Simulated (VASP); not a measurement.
Given:

```
Li2S
1.0
    0.00000     2.83110     2.84214
    2.94064     0.00000     2.84214
    2.94064     2.83110     0.00000
Li S
2 1
Direct
  0.25000   0.25000   0.25000
  0.75000   0.75000   0.75000
  0.99299   0.00701   0.00701
```

Calculation: PBE GGA, VASP's PBE PAW potentials (set 64) (plane waves; VASP). Numerical set-up: 520 eV cut-off, 6×6×6 Γ-centred mesh, second-order Methfessel-Paxton smearing of 0.010 eV, potentials Li_sv S.

Predict the energy per atom (σ→0), largest force.

* **energy per atom (σ→0)**: -3.994 eV/atom
* **largest force**: 0.141 eV/Å

The absolute energy has meaning only against runs of the same code, potentials and settings.

The compound is Li2S in the antifluorite structure. The cell was not relaxed at this level, atoms are displaced from their ideal sites. The run is one of a series of settings (ISMEAR = 2, SIGMA = 0.01 against the base run), some of them coarse on purpose.
